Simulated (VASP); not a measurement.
Data:

```xyz
6
Lattice="-1.8884 1.8884 4.7658 1.8884 -1.8884 4.7658 1.8884 1.8884 -4.7658" Properties=species:S:1:pos:R:3 pbc="T T T"
Ti     0.0000     1.8884     2.3829
Ti     0.0000     0.0000     0.0000
O      0.0000     1.8884     0.3999
O      0.0000     0.0000     7.5486
O      0.0000     0.0000     1.9830
O      0.0000     1.8884     4.3659
```

Calculation: PBEsol GGA, VASP's PBE PAW potentials (set 64) (plane waves; VASP). Numerical set-up: 520 eV cut-off, 9×9×9 Γ-centred mesh, tetrahedra with Blöchl corrections, potentials Ti_sv O.

The cores are frozen, which limits the accuracy of field gradients.

Question: Give the principal components of the electric field gradient (V/Å²) and the asymmetry η at each nucleus.

Answer: 
| atom | Vxx | Vyy | Vzz | η |
|---|---|---|---|---|
| Ti1 | -5.7 | -5.7 | 11.4 | 0.00 |
| Ti2 | -5.7 | -5.7 | 11.4 | 0.00 |
| O3 | -9.5 | -5.6 | 15.1 | 0.26 |
| O4 | -9.5 | -5.6 | 15.1 | 0.26 |
| O5 | -9.5 | -5.6 | 15.1 | 0.26 |
| O6 | -9.5 | -5.6 | 15.1 | 0.26 |

The compound is TiO2 in the anatase structure, one of several forms; rutile is the usual stable one. It was relaxed first.
